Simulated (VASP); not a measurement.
## GaGe: single point with r2SCAN

Crystal: GaGe.

```
Ge Ga
1.0
     0.00000    2.89784    2.89784
     2.89784    0.00000    2.89784
     2.89784    2.89784    0.00000
Ge Ga
1 1
Direct
  0.00000 0.00000 0.00000
  0.25000 0.25000 0.25000
```

The cell comes from a database or a generator and needn't be the stable form of this composition.

```yaml
Program: VASP 6.6.1
Task: single point
Functional: r2SCAN
Potentials_or_basis: VASP PAW PBE potentials, release 64 (Ge, Ga)
Cutoff: 900 eV
k_mesh: 8 × 8 × 8
Occupations: gaussian, width 0.02 eV
Spin: no spin polarisation
Further_INCAR_settings: ADDGRID = False; ALGO = Normal; EDIFF = 1e-08
```

```json
{"Pressure": "-2.0 GPa", "Band gap on the k mesh": "none (metal or under the smearing width)"}
```

Levels at points of the mesh, in eV from the Fermi level:
| k point | band 1 | band 2 | band 3 | band 4 | band 5 | band 6 | band 7 |
| --- | --- | --- | --- | --- | --- | --- | --- |
| (0.00, 0.00, 0.00) | -10.99 | 1.73 | 1.73 | 1.73 | 2.58 | 4.61 | 4.61 |
| (0.50, 0.00, 0.00) | -8.99 | -5.56 | 0.36 | 0.36 | 2.43 | 5.66 | 5.66 |
| (0.50, 0.50, 0.00) | -7.88 | -6.02 | -1.34 | -1.34 | 2.61 | 2.72 | 11.68 |

It took 2.5 min on 1 thread of AMD EPYC 7R43 64-Core Processor (Zen 3), with other jobs on the host, peak memory 0.24 GiB.

Caveat: the PAW data sets were made with another functional, which shifts forces and pressure a little.
